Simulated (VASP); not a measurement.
Computed with vdW-DF-cx, VASP's PBE PAW potentials (set 64) (plane waves; VASP).

VASP ran on this input.

**KPOINTS**
```
Automatic mesh
0
Gamma
9 9 6
0 0 0
```

**POSCAR**
```
NiSb
1
    1.9448793436    -3.3686299990     0.0000000000
    1.9448793436     3.3686299990     0.0000000000
    0.0000000000     0.0000000000     5.0589800066
Ni Sb
2 2
Direct
  1.0000000000   0.0000000000   0.5000000000
  1.0000000000   0.0000000000   0.0000000000
  0.3333330000   0.6666670000   0.2500000000
  0.6666670000   0.3333330000   0.7500000000
```

INCAR:
```
GGA = CX
EDIFF = 1E-7   # SCF stop (eV)
AGGAC = 0.0
SIGMA = 0.1   # width (eV)
ALGO = Normal   # blocked Davidson
LUSE_VDW = T
EDIFFG = -0.01
NELM = 100   # most electronic steps
PREC = Accurate
ISMEAR = 1
LASPH = T   # aspherical one-centre terms
NSW = 30   # most ionic steps
ISIF = 4   # ions and shape, fixed volume
LWAVE = F
SYSTEM = NiSb
ENCUT = 520   # plane-wave cut-off (eV)
IBRION = 2   # conjugate gradients
LMAXMIX = 4
LCHARG = F
LREAL = F   # projection in real space or not
```

POTCAR, in this order: Ni Sb (PBE.64 set). Program: vasp_std.

The resulting files:

### OUTCAR
```
 ion  position               nearest neighbor table
   1  0.000  0.000  0.500-   2 2.53   2 2.53   4 2.58   3 2.58   4 2.58   3 2.58   4 2.58   3 2.58
  LATTYP: Found a hexagonal cell.
 ALAT       =     3.8897588269
 C/A-ratio  =     1.3005896334
 Subroutine PRICEL returns:
 Original cell was already a primitive cell.
 Subroutine GETGRP returns: Found 24 space group operations
The static configuration has the point symmetry D_3d.
 The point group associated with its full space group is D_6h.
The dynamic configuration has the point symmetry D_3d.
 Subroutine INISYM returns: Found 24 space group operations
 Subroutine IBZKPT returns following result:
 Found     48 irreducible k-points:

 Following reciprocal coordinates:
            Coordinates               Weight
  0.000000  0.000000  0.000000      1.000000
  0.111111  0.000000  0.000000      6.000000
  0.222222 -0.000000  0.000000      6.000000
  0.333333  0.000000  0.000000      6.000000
  0.444444 -0.000000  0.000000      6.000000
  0.111111  0.111111  0.000000      6.000000
  0.222222  0.111111  0.000000     12.000000
  0.333333  0.111111  0.000000     12.000000
  0.444444  0.111111  0.000000      6.000000
  0.222222  0.222222  0.000000      6.000000
  0.333333  0.222222  0.000000     12.000000
  0.333333  0.333333  0.000000      2.000000
  0.000000  0.000000  0.166667      2.000000
  0.111111  0.000000  0.166667     12.000000
  0.222222 -0.000000  0.166667     12.000000
  0.333333  0.000000  0.166667     12.000000
  0.444444 -0.000000  0.166667     12.000000
  0.111111  0.111111  0.166667     12.000000
  0.222222  0.111111  0.166667     24.000000
  0.333333  0.111111  0.166667     24.000000
  0.444444  0.111111  0.166667     12.000000
  0.222222  0.222222  0.166667     12.000000
  0.333333  0.222222  0.166667     24.000000
...
```

**OSZICAR**
```
       N       E                     dE             d eps       ncg     rms          rms(c)
DAV:   1     0.179648800396E+03    0.17965E+03   -0.12541E+04  1824   0.162E+03
DAV:   2    -0.374382381971E+01   -0.18339E+03   -0.17848E+03  1839   0.323E+02
DAV:   3    -0.131328005880E+02   -0.93890E+01   -0.90536E+01  2107   0.902E+01
DAV:   4    -0.134001613918E+02   -0.26736E+00   -0.26492E+00  2065   0.142E+01
DAV:   5    -0.134085017072E+02   -0.83403E-02   -0.83386E-02  2202   0.265E+00    0.136E+01
DAV:   6    -0.157264884787E+02   -0.23180E+01   -0.34361E+01  1991   0.108E+02    0.164E+01
DAV:   7    -0.119753729228E+02    0.37511E+01   -0.12907E+01  1980   0.759E+01    0.398E+00
DAV:   8    -0.120243325807E+02   -0.48960E-01   -0.14409E+00  2482   0.104E+01    0.262E+00
DAV:   9    -0.119624693184E+02    0.61863E-01   -0.26133E-01  2013   0.892E+00    0.606E-01
DAV:  10    -0.119631252826E+02   -0.65596E-03   -0.84030E-03  1949   0.913E-01    0.457E-01
DAV:  11    -0.119626716326E+02    0.45365E-03   -0.59676E-04  2228   0.222E-01    0.131E-01
DAV:  12    -0.119625217897E+02    0.14984E-03   -0.43878E-04  2625   0.348E-01    0.266E-02
DAV:  13    -0.119625250331E+02   -0.32433E-05   -0.57543E-05  2061   0.649E-02    0.249E-02
DAV:  14    -0.119625246414E+02    0.39167E-06   -0.14298E-06  2515   0.140E-02    0.997E-03
DAV:  15    -0.119625247669E+02   -0.12550E-06   -0.25685E-07  1582   0.464E-03    0.208E-03
DAV:  16    -0.119625246108E+02    0.15610E-06   -0.77607E-08   993   0.507E-03    0.724E-04
DAV:  17    -0.119625245950E+02    0.15794E-07   -0.52567E-08   972   0.176E-03
   1 F= -.11962525E+02 E0= -.11962494E+02  d E =-.119625E+02
       N       E                     dE             d eps       ncg     rms          rms(c)
DAV:   1    -0.119626659982E+02   -0.14139E-03   -0.36185E-03  1920   0.490E-01    0.732E-02
DAV:   2    -0.119625991106E+02    0.66888E-04   -0.18983E-04  2416   0.251E-01    0.516E-02
DAV:   3    -0.119625821321E+02    0.16978E-04   -0.20203E-04  2002   0.279E-01    0.415E-02
DAV:   4    -0.119625549621E+02    0.27170E-04   -0.59427E-05  2336   0.140E-01    0.443E-03
DAV:   5    -0.119625552717E+02   -0.30958E-06   -0.63602E-06  1956   0.318E-02    0.276E-03
DAV:   6    -0.119625552078E+02    0.63917E-07   -0.18975E-07  1330   0.673E-03
   2 F= -.11962555E+02 E0= -.11962508E+02  d E =-.306128E-04
```

OUTCAR:
```
------------------------ aborting loop because EDIFF is reached ----------------------------------------
  FORCE on cell =-STRESS in cart. coord.  units (eV):
  Direction    XX          YY          ZZ          XY          YZ          ZX
  --------------------------------------------------------------------------------------
  Total        1.5586244      1.5586246      1.5255862      0.0000000      0.0000000      0.0000000
  in kB       37.6715177     37.6715215     36.8729929      0.0000000      0.0000000      0.0000000
  external PRESSURE =      37.4053440 kB  Pullay stress =       0.0000000 kB
  volume of cell :       66.29
      direct lattice vectors                 reciprocal lattice vectors
     1.945589196 -3.369859506  0.000000000     0.256991559 -0.148374138  0.000000000
     1.945589196  3.369859506 -0.000000000     0.256991559  0.148374138 -0.000000000
     0.000000000  0.000000000  5.055289110     0.000000000  0.000000000  0.197812623
 POSITION                                       TOTAL-FORCE (eV/Angst)
 -----------------------------------------------------------------------------------
      1.94559     -3.36986      2.52764         0.000000      0.000000     -0.000000
      1.94559     -3.36986      0.00000         0.000000     -0.000000     -0.000000
      1.94559      1.12329      1.26382         0.000000     -0.000000     -0.000000
      1.94559     -1.12329      3.79147        -0.000000     -0.000000      0.000000
 -----------------------------------------------------------------------------------
    total drift:                                0.000000     -0.000000      0.000000
  FREE ENERGIE OF THE ION-ELECTRON SYSTEM (eV)
  ---------------------------------------------------
  free  energy   TOTEN  =       -11.9625552078 eV

  energy  without entropy=      -11.9624125915  energy(sigma->0) =      -11.96250767

 reached required accuracy - stopping structural energy minimisation
```
(Selected blocks of OUTCAR.)

File CONTCAR:
```
NiSb
   1.00000000000000
     1.9455891962572192   -3.3698595060768719    0.0000000000000000
     1.9455891962572192    3.3698595060768719   -0.0000000000000000
     0.0000000000000000    0.0000000000000000    5.0552891100160826
  Ni              Sb
     2     2
Direct
     1.0000000000000000    0.0000000000000000    0.5000000000000000
     1.0000000000000000    0.0000000000000000    0.0000000000000000
     0.3333330000000032    0.6666669999999968    0.2500000000000000
     0.6666669999999968    0.3333330000000032    0.7500000000000000
```

The compound is NiSb in the NiAs type structure. This cell is one point of a volume scan, at 0.97 of the reference volume. Symmetry was kept, so distortions that lower it aren't found. The run is not spin-polarised, so no magnetic state was tried.
